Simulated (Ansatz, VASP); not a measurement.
One calculation of Sr2B3, two programs

INCAR

```
PREC = Accurate
ENCUT = 520
EDIFF = 1E-6
ISMEAR = 0
SIGMA = 0.1
LREAL = F
LASPH = T
NELM = 100
ALGO = Normal
ISIF = 2
LWAVE = F
LCHARG = F
GGA = PE
NBANDS = 22
```

The input KPOINTS:

```
regular mesh
0
Gamma
  4 4 4
```

Contents of POSCAR:

```
Sr2B3
1.0
    2.7942133800     -3.4330510700      0.0000000000
    2.7942133800      3.4330510700      0.0000000000
    0.0000000000      0.0000000000      4.6087111700
Sr B
2 3
Direct
    0.0000000000      0.0000000000      0.5000000000
    0.5000000000      0.5000000000      0.0000000000
    0.0000000000      0.5000000000      0.0000000000
    0.5000000000      0.0000000000      0.0000000000
    0.5000000000      0.5000000000      0.5000000000
```

Input for Ansatz:

```yaml
crystal:
  lattice:
    - [2.79421338, -3.43305107, 0.0]
    - [2.79421338, 3.43305107, 0.0]
    - [0.0, 0.0, 4.60871117]
  atoms:
    - { symbol: Sr, position: [0.0, 0.0, 0.5] }
    - { symbol: Sr, position: [0.5, 0.5, 0.0] }
    - { symbol: B, position: [0.0, 0.5, 0.0] }
    - { symbol: B, position: [0.5, 0.0, 0.0] }
    - { symbol: B, position: [0.5, 0.5, 0.5] }
basis:
  ecutwfc: 420
kpoints:
  mp_grid: { grid: [4, 4, 4] }
hamiltonian:
  xc: pbe
scf:
  occupations: { method: gaussian, width: 0.1 }
  lower_state_search: "off"
output:
  forces: true
  stress: true
  eigenvalues: true
```

Alike in both runs: task single point; functional PBE; k mesh 4 × 4 × 4; occupations gaussian, width 0.1 eV; no spin polarisation.

```csv
,VASP,Ansatz
version,VASP 6.6.1,Ansatz 0.2.0
potentials or method,"VASP PAW PBE potentials, release 64 (Sr_sv, B)","scalar-relativistic, plane waves, PAW"
plane-wave cutoff (eV),520,420
valence electrons in the cell,29,29
```

Ansatz gave:

* gap on the k mesh at the Fermi level (eV): none
* pressure (GPa): 14.3
* largest component of the traceless stress (GPa): 4.66

Task: What did VASP give for the same quantities?

Result: gap on the k mesh at the Fermi level (eV): none; pressure (GPa): 14.6; largest component of the traceless stress (GPa): 4.74.

A gap of «none» marks a metal or a gap that the smearing closes. With one functional, cell and mesh, what is left measures potentials, basis and numerics.

Caveats: the k mesh is coarse (spacing up to 0.36 Å⁻¹), so the values aren't converged.
